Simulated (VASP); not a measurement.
Data:

```xyz
2
Lattice="0.0000 3.0717 3.0717 3.0717 0.0000 3.0717 3.0717 3.0717 0.0000" Properties=species:S:1:pos:R:3 pbc="T T T"
Hg     0.0000     0.0000     0.0000
Se     1.5358     1.5358     1.5358
```

Method: PBEsol GGA, VASP's PBE PAW potentials (set 64) (plane waves; VASP). Run with 400 eV cut-off, Gaussian smearing of 0.050 eV, potentials Hg Se.

Unless said otherwise, spin-orbit coupling is left out, though it shifts the bands of the heavy elements here.

**Question.** Estimate the band gap (along the path) with the smallest direct gap where there is one.

**Answer.** 
```yaml
band gap (along the path): none (metal, semimetal or under 0.01 eV)
```

The compound is HgSe in the zinc blende structure. It was relaxed first.
